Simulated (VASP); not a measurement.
Given:

```xyz
2
Lattice="1.2270 -2.1253 0.0000 1.2270 2.1253 0.0000 0.0000 0.0000 3.9582" Properties=species:S:1:pos:R:3 pbc="T T T"
Co     1.2270     0.7084     0.9896
Co     1.2270    -0.7084     2.9687
```
Starting moments (μB, in the order of the record's atoms Co Co): 1.6 1.6.

Level of theory: PBEsol GGA, VASP's PBE PAW potentials (set 64) (plane waves; VASP). Numerical set-up: 480 eV cut-off, 16×16×8 Γ-centred mesh, first-order Methfessel-Paxton smearing of 0.10 eV, potentials Co.

**Question.** The ions, cell shape and volume at an external pressure of 5.0 GPa are relaxed. Predict the relaxed structure.

**Answer.** 
```xyz
2
Lattice="1.2192 -2.1118 0.0000 1.2192 2.1118 0.0000 0.0000 0.0000 3.9357" Properties=species:S:1:pos:R:3 pbc="T T T"
Co     1.2192     0.7039     0.9839
Co     1.2192    -0.7039     2.9518
```
Space group P6_3/mmc (194), at a tolerance of 0.03 Å. The cell ends with 3.11 μB, on the sites 1.56 1.56 μB.

**Question.** How do energy and volume change from the first to the last step?

**Answer.** The energy (σ→0) changes by +2.9 meV/atom and the volume by -1.8 %, in 3 ionic steps.

```
step  E(σ→0) (eV)  max force (eV/Å)  pressure (GPa)  volume (Å³)
----  -----------  ----------------  --------------  -----------
1        -15.4766             0.000            0.07        20.65
2        -15.4393             0.000           13.12        19.71
3        -15.4707             0.000            4.98        20.27
```

The compound is Co in the hcp structure. This run relaxes it under an external pressure of 5 GPa. Symmetry was kept, so distortions that lower it aren't found.
